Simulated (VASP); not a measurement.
All values below come from PBEsol GGA, VASP's PBE PAW potentials (set 64) (plane waves; VASP).

VASP input:

### KPOINTS
```
Automatic mesh
0
Gamma
5 5 9
0 0 0
```

INCAR:
```
! general
SYSTEM =Ga2In2N4
PREC   =Accurate
ENCUT  =520
LREAL  =F
LASPH  =T

! electronic loop
EDIFF  =1E-7
NELM   =100
ALGO   =Normal
LMAXMIX=4

! smearing
ISMEAR =-5

! functional
GGA    =PS

! ions
ISIF   =2

! output
LWAVE  =F
LCHARG =T
LORBIT =11
NEDOS  =601

! other
LEFG   =T
```

File POSCAR:
```
Ga2In2N4
4.7628660
 -0.0051330124   0.9999999203   0.9999420081
  0.9948370877   0.0000298202   0.9947793095
  0.4974334540   0.4974334540   0.0000000000
In N Ga
2 4 2
Cart
 -0.0039600727   0.9988269806   0.9987749388
  0.4934584711   0.9988418907   1.4961645935
  0.2318306337   0.2656028203   0.2655718081
  0.7292491775   0.2656177304   0.7629614628
  0.2587138356   0.7361530722   0.7361039552
  0.7561323795   0.7361679824   1.2334936099
 -0.0007076756   0.4981411295   0.4981136435
  0.4967108682   0.4981560397   0.9955032983
```

POTCAR, in this order: In_d N Ga_d (PBE.64 set). Program: vasp_std.

What VASP printed:

### OUTCAR
```
 ion  position               nearest neighbor table
   1  0.998  0.001  0.001-   3 2.11   3 2.11   4 2.11   5 2.17   2 3.35   2 3.35   2 3.35   2 3.35
                             7 3.36   7 3.36   8 3.36   8 3.37   7 3.37   7 3.37
   2  0.998  0.501  0.001-   4 2.11   4 2.11   3 2.11   6 2.17   1 3.35   1 3.35   1 3.35   1 3.35
                             8 3.36   8 3.36   7 3.36   7 3.37   8 3.37   8 3.37
   3  0.149  0.117  0.234-   7 1.92   1 2.11   1 2.11   2 2.11
   4  0.149  0.617  0.234-   8 1.92   2 2.11   2 2.11   1 2.11
   5  0.605  0.132  0.263-   8 2.02   7 2.02   7 2.02   1 2.17
   6  0.605  0.632  0.263-   7 2.02   8 2.02   8 2.02   2 2.17
   7  0.497  0.001  0.002-   3 1.92   6 2.02   5 2.02   5 2.02   1 3.36   1 3.36   2 3.36   2 3.37
                             1 3.37   1 3.37
   8  0.497  0.501  0.002-   4 1.92   5 2.02   6 2.02   6 2.02   2 3.36   2 3.36   1 3.36   1 3.37
                             2 3.37   2 3.37
  LATTYP: Found a simple monoclinic cell.
 ALAT       =     5.8028962381
 B/A-ratio  =     0.5773957003
 C/A-ratio  =     1.0069227534
 COS(beta)  =    -0.3310166181
 Subroutine PRICEL returns following result:
  LATTYP: Found a base centered monoclinic cell.
 ALAT       =     5.8028962381
 B/A-ratio  =     0.5773957003
 C/A-ratio  =     1.0069227534
 COS(beta)  =    -0.3310166181
 Subroutine GETGRP returns: Found  2 space group operations
...
```

OSZICAR:
```
       N       E                     dE             d eps       ncg     rms          rms(c)
DAV:   1     0.826070273771E+03    0.82607E+03   -0.33760E+04  9999   0.270E+03
DAV:   2     0.113752676940E+03   -0.71232E+03   -0.69290E+03  9998   0.658E+02
DAV:   3    -0.419935684517E+02   -0.15575E+03   -0.15184E+03 11121   0.251E+02
DAV:   4    -0.561371658456E+02   -0.14144E+02   -0.14022E+02 12924   0.743E+01
DAV:   5    -0.565545470948E+02   -0.41738E+00   -0.41598E+00 14260   0.143E+01    0.177E+01
DAV:   6    -0.485731909826E+02    0.79814E+01   -0.31626E+01 17348   0.603E+01    0.115E+01
DAV:   7    -0.488653996302E+02   -0.29221E+00   -0.44927E+00 10767   0.121E+01    0.428E+00
DAV:   8    -0.487849995780E+02    0.80400E-01   -0.32974E-01 16032   0.531E+00    0.230E+00
DAV:   9    -0.487573773425E+02    0.27622E-01   -0.76935E-02 15559   0.334E+00    0.443E-01
DAV:  10    -0.487570608030E+02    0.31654E-03   -0.68697E-03 14977   0.862E-01    0.338E-01
DAV:  11    -0.487572053714E+02   -0.14457E-03   -0.31677E-03 17809   0.449E-01    0.942E-02
DAV:  12    -0.487572173418E+02   -0.11970E-04   -0.46350E-04 12357   0.187E-01    0.644E-02
DAV:  13    -0.487572034322E+02    0.13910E-04   -0.98049E-05 16133   0.834E-02    0.339E-02
DAV:  14    -0.487572044098E+02   -0.97768E-06   -0.14803E-05 13814   0.280E-02    0.999E-03
DAV:  15    -0.487572044443E+02   -0.34464E-07   -0.21686E-06 13058   0.139E-02    0.519E-03
DAV:  16    -0.487572043049E+02    0.13942E-06   -0.59495E-07 10658   0.892E-03    0.109E-03
DAV:  17    -0.487572042574E+02    0.47450E-07   -0.17245E-07  7469   0.333E-03
   1 F= -.48757204E+02 E0= -.48757204E+02  d E =0.000000E+00
```

### OUTCAR
```
------------------------ aborting loop because EDIFF is reached ----------------------------------------
  FORCE on cell =-STRESS in cart. coord.  units (eV):
  Direction    XX          YY          ZZ          XY          YZ          ZX
  --------------------------------------------------------------------------------------
  Total        0.0383935      0.0383935      0.0411110     -0.0221843      0.0189458     -0.0189457
  in kB        0.5738061      0.5738061      0.6144198     -0.3315526      0.2831518     -0.2831507
  external PRESSURE =       0.5873440 kB  Pullay stress =       0.0000000 kB
  volume of cell :      107.20
      direct lattice vectors                 reciprocal lattice vectors
    -0.024447850  4.762865620  4.762589792    -0.104711635  0.104711635  0.104714578
     4.738275740  0.000142030  4.738000551     0.105255067 -0.105255067  0.105801469
     2.369208885  2.369208885  0.000000000     0.210497479  0.211584342 -0.210516047
 POSITION                                       TOTAL-FORCE (eV/Angst)
 -----------------------------------------------------------------------------------
     -0.01886      4.75728      4.75703         0.004999     -0.004999     -0.005008
      2.35028      4.75735      7.12603         0.004999     -0.004999     -0.005008
      1.10418      1.26503      1.26488         0.000696     -0.000696     -0.000703
      3.47332      1.26510      3.63388         0.000696     -0.000696     -0.000703
      1.23222      3.50620      3.50596        -0.000238      0.000238      0.000067
      3.60136      3.50627      5.87496        -0.000238      0.000238      0.000067
     -0.00337      2.37258      2.37245        -0.005457      0.005457      0.005644
      2.36577      2.37265      4.74145        -0.005457      0.005457      0.005644
 -----------------------------------------------------------------------------------
    total drift:                                0.000635     -0.000469     -0.000731
  FREE ENERGIE OF THE ION-ELECTRON SYSTEM (eV)
  ---------------------------------------------------
  free  energy   TOTEN  =       -48.7572042574 eV

  energy  without entropy=      -48.7572042574  energy(sigma->0) =      -48.75720426

 total charge

# of ion       s       p       d       tot
------------------------------------------
    1        0.776   0.867  10.023  11.665
    2        0.776   0.867  10.023  11.665
    3        1.231   2.471   0.000   3.702
    4        1.231   2.471   0.000   3.702
    5        1.229   2.405   0.000   3.633
    6        1.229   2.405   0.000   3.633
    7        0.782   0.815  10.142  11.739
    8        0.782   0.815  10.142  11.739
--------------------------------------------------
tot          8.036  13.114  40.330  61.479

 Electric field gradients after diagonalization (V/A^2)
 (convention: |V_zz| > |V_xx| > |V_yy|)
----------------------------------------------------------------------
 ion       V_xx      V_yy      V_zz     asymmetry (V_yy - V_xx)/ V_zz
----------------------------------------------------------------------
   1      -6.935    -6.847    13.782       0.006
   2      -6.935    -6.847    13.782       0.006
   3      -6.461    -6.453    12.914       0.001
   4      -6.461    -6.453    12.914       0.001
   5       2.936     2.932    -5.869       0.001
   6       2.936     2.932    -5.869       0.001
   7      14.322    14.315   -28.636       0.000
   8      14.322    14.315   -28.636       0.000
```
(Selected blocks of OUTCAR.)

The structure was generated: Ga2In2N4 was put into an ordered model structure (R3m), which need not be its known phase. It was relaxed first.
